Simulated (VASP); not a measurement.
Here is the system:

```
NaI
1.0
    0.00000     3.19801     3.19801
    3.19801     0.00000     3.19801
    3.19801     3.19801     0.00000
Na I
1 1
Direct
  0.00000   0.00000   0.00000
  0.50000   0.50000   0.50000
```

Computed with PBEsol GGA, VASP's PBE PAW potentials (set 64) (plane waves; VASP). Settings: 400 eV cut-off, Gaussian smearing of 0.050 eV, potentials Na_pv I.

Unless said otherwise, spin-orbit coupling is left out, though it shifts the bands of the heavy elements here.

**Question.** Give the energies of bands 5 to 10 at the high-symmetry points, in eV from the valence-band maximum.

**Answer.** 
```json
[
 {"band": "5", "Γ": "0.00", "X": "-2.06", "U": "-1.78", "L": "-2.35", "W": "-1.53"},
 {"band": "6", "Γ": "0.00", "X": "-0.81", "U": "-1.46", "L": "-0.31", "W": "-1.53"},
 {"band": "7", "Γ": "0.00", "X": "-0.81", "U": "-0.65", "L": "-0.31", "W": "-1.01"},
 {"band": "8", "Γ": "3.60", "X": "4.46", "U": "5.16", "L": "4.95", "W": "5.87"},
 {"band": "9", "Γ": "7.84", "X": "5.35", "U": "6.62", "L": "7.40", "W": "7.40"},
 {"band": "10", "Γ": "7.84", "X": "9.94", "U": "8.69", "L": "7.40", "W": "7.40"}
]
```

The gap is direct, 3.60 eV, from the valence maximum at Γ to the conduction minimum at Γ.

Measured: gap 5.90 eV (computed value off by -2.30 eV), as given by Abedi et al., (2022), arXiv:2211.14644.

The compound is NaI in the rock salt structure. It was relaxed first.
